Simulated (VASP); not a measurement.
Consider the following.

```
BaF2
1.0
    0.00000     3.12637     3.12637
    3.12637     0.00000     3.12637
    3.12637     3.12637     0.00000
Ba F
1 2
Direct
  0.00000   0.00000   0.00000
  0.25000   0.25000   0.25000
  0.75000   0.75000   0.75000
```

Level of theory: PBE GGA with D4 dispersion, VASP's PBE PAW potentials (set 64) (plane waves; VASP). Settings: 520 eV cut-off, Gaussian smearing of 0.050 eV, potentials Ba_sv F.

Unless said otherwise, spin-orbit coupling is left out, though it shifts the bands of the heavy elements here.

Q: Estimate the band gap (along the path) with the smallest direct gap where there is one.

A: 
The band gap (along the path) is 6.65 eV. The smallest direct gap (along the path) is 6.72 eV.

The compound is BaF2 in the fluorite structure. It was relaxed first.
